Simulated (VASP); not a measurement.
These are PBEsol GGA, VASP's PBE PAW potentials (set 64) (plane waves; VASP) values and carry that method's errors.

Input for VASP

**INCAR**
```
SYSTEM = Y3Hf
PREC = Accurate
ENCUT = 300
EDIFF = 1E-6
NELM = 100
ALGO = Normal
LREAL = .FALSE.
LASPH = .TRUE.
ISMEAR = 0
SIGMA = 0.2
GGA = PS
LMAXMIX = 6
LWAVE = .FALSE.
LCHARG = .FALSE.
ISIF = 2
```

POSCAR:
```
Y3Hf
1
   -2.3793460000     2.3793460000     5.2998600000
    2.3793460000    -2.3793460000     5.2998600000
    2.3793460000     2.3793460000    -5.2998600000
Y Hf
3 1
Direct
  0.5000000000   0.5000000000   0.0000000000
  0.7500000000   0.2500000000   0.5000000000
  0.2500000000   0.7500000000   0.5000000000
  0.0000000000   0.0000000000   0.0000000000
```

### KPOINTS
```
Automatic mesh
0
Gamma
5 5 5
0 0 0
```

POTCAR, in this order: Y_sv Hf_pv (PBE.64 set). Program: vasp_std.

At this cut-off the stress carries a Pulay error, which pulls relaxed volumes low. Unless said otherwise, spin-orbit coupling is left out, though it shifts the bands of the heavy elements here.

Problem. Predict the energy per atom (σ→0), pressure, band gap (on the k-mesh).

Solution. 
```json
{
 "energy per atom (σ→0)": "-7.523 eV/atom",
 "band gap (on the k-mesh)": "none (metal, semimetal or under 0.01 eV)",
 "pressure": "-4.03 GPa"
}
```

OSZICAR:
```
...
DAV:   8    -0.301654328270E+02    0.25906E-01   -0.44315E-01  1219   0.231E+00    0.204E+00
DAV:   9    -0.301586092867E+02    0.68235E-02   -0.48899E-02  1058   0.132E+00    0.577E-01
DAV:  10    -0.301580419928E+02    0.56729E-03   -0.99425E-03  1390   0.446E-01    0.144E-01
DAV:  11    -0.301580365171E+02    0.54757E-05   -0.19709E-03  1206   0.136E-01    0.622E-02
DAV:  12    -0.301580041350E+02    0.32382E-04   -0.27358E-04  1125   0.424E-02    0.230E-02
DAV:  13    -0.301580091748E+02   -0.50398E-05   -0.18554E-05  1318   0.234E-02    0.109E-02
DAV:  14    -0.301580084042E+02    0.77065E-06   -0.59815E-06   903   0.664E-03
   1 F= -.30158008E+02 E0= -.30090151E+02  d E =-.135715E+00
```

The structure was generated: Y3Hf was put into an ordered model structure, which need not be its known phase. The cell was not relaxed at this level. The k-mesh is coarse (spacing up to 0.37 per Å, 2π included), so the numbers may not be converged in it. The run is one of a series of settings (GGA = PS against the base run), some of them coarse on purpose. The electron count is odd and the run is not spin-polarised, which forces a metal.
